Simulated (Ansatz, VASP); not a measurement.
**LiOsN2: VASP beside Ansatz**

File INCAR:

```
SYSTEM = LiOsN2
ALGO     = Normal         ! electronic algorithm
EDIFF    = 1E-7           ! SCF threshold, eV
ENCUT    = 520            ! plane-wave cutoff, eV
GGA      = PE             ! functional
ISIF     = 2              ! what is computed and relaxed
ISMEAR   = -1             ! smearing method
LASPH    = .True.         ! aspherical terms in the spheres
LCHARG   = .False.        ! write CHGCAR
LREAL    = .False.        ! projectors in reciprocal space
LWAVE    = .False.        ! write WAVECAR
NBANDS   = 31             ! bands
NELM     = 100            ! most SCF steps
PREC     = Accurate       ! precision mode
SIGMA    = 0.05           ! smearing width, eV
```

The input KPOINTS:

```
k-points
0
Gamma
  8 8 8
  0 0 0
```

POSCAR

```
LiOsN2
1.0
   -2.3305296298      2.3305296298      4.6322786428
    2.3305296298     -2.3305296298      4.6322786428
    2.3305296298      2.3305296298     -4.6322786428
Os N Li
2 4 2
Direct
    0.0000000000      0.0000000000      0.0000000000
    0.7500000000      0.2500000000      0.5000000000
    0.6698710000      0.6250000000      0.5448710000
    0.0801290000      0.1250000000      0.4551290000
    0.8750000000      0.3301290000      0.9551290000
    0.3750000000      0.9198710000      0.0448710000
    0.5000000000      0.5000000000      0.0000000000
    0.2500000000      0.7500000000      0.5000000000
```

input.yaml

```yaml
crystal:
  lattice:
    - [-2.3305296298, 2.3305296298, 4.6322786428]
    - [2.3305296298, -2.3305296298, 4.6322786428]
    - [2.3305296298, 2.3305296298, -4.6322786428]
  atoms:
    - { symbol: Os, position: [0.0, 0.0, 0.0] }
    - { symbol: Os, position: [0.75, 0.25, 0.5] }
    - { symbol: "N", position: [0.669871, 0.625, 0.544871] }
    - { symbol: "N", position: [0.080129, 0.125, 0.455129] }
    - { symbol: "N", position: [0.875, 0.330129, 0.955129] }
    - { symbol: "N", position: [0.375, 0.919871, 0.044871] }
    - { symbol: Li, position: [0.5, 0.5, 0.0] }
    - { symbol: Li, position: [0.25, 0.75, 0.5] }
hamiltonian:
  xc: pbe
  pseudopotentials: { kind: paw }
kpoints:
  mp_grid: { grid: [8, 8, 8] }
scf:
  occupations: { method: fermi_dirac, width: 0.05 }
output:
  forces: true
  stress: true
  eigenvalues: true
```

The cell comes from a database or a generator and needn't be the stable form of this composition.

Alike in both runs: task single point; functional PBE; k mesh 8 × 8 × 8; occupations fermi-dirac, width 0.05 eV; no spin polarisation.

|  | VASP | Ansatz |
| --- | --- | --- |
| version | VASP 6.6.1 | Ansatz 0.2.0 |
| potentials or method | VASP PAW PBE potentials, release 64 (Os, N, Li_sv) | Ansatz PAW |
| plane-wave cutoff (eV) | 520 | 420 |
| valence electrons in the cell | 42 | 58 |

Ansatz gave:

| Property | Result |
| --- | --- |
| gap on the k mesh at the Fermi level (eV) | none |
| rms of the force components (eV/Å) | 0.096 |

Estimate VASP's values.

gap on the k mesh at the Fermi level (eV): none; rms of the force components (eV/Å): 0.010.

Atom by atom the forces differ by 0.105 eV/Å (rms over components). A gap of «none» marks a metal or a gap that the smearing closes. The two sets of potentials don't hold the same shells in valence.

 The runs have no spin-orbit coupling, so splittings on Os are missing.
